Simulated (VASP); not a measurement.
Ge, 2 atoms in the cell. The structure is cubic, space group Fd-3m (No. 227). The conventional cell has a = 5.658 Å, b = 5.658 Å, c = 5.658 Å, α = 90.00°, β = 90.00°, γ = 90.00°. Ge (site symmetry -43m) has 4 Ge at 2.45 Å as nearest neighbours. 

* Program: VASP 6.6.1
* Task: relaxation of cell and atoms
* Functional: PBE
* Potentials or basis: VASP PAW PBE potentials, release 64 (Ge)
* Cutoff: 300 eV
* k mesh: 5 × 5 × 5
* Occupations: gaussian, width 0.03 eV
* Spin: no spin polarisation
* Further INCAR settings: ALGO = Normal; EDIFF = 1e-06; IBRION = 2; EDIFFG = -0.01; NSW = 90; ISIF = 3

Potentials or basis: VASP PAW PBE potentials, release 64 (Ge).

The run is started by

```bash
$ cat potpaw_PBE.64/Ge/POTCAR > POTCAR
$ mpirun -np 1 vasp_std > vasp.out
```

Hardware: 1 thread of Intel(R) Xeon(R) Platinum 8488C (Sapphire Rapids) (shared host).

Task: How long does it take, and how much memory?

Result: It took 8 s on 1 thread of Intel(R) Xeon(R) Platinum 8488C (Sapphire Rapids), with other jobs on the host, peak memory 0.13 GiB. Counts: scf iterations 26, k points 10, ion steps 4.
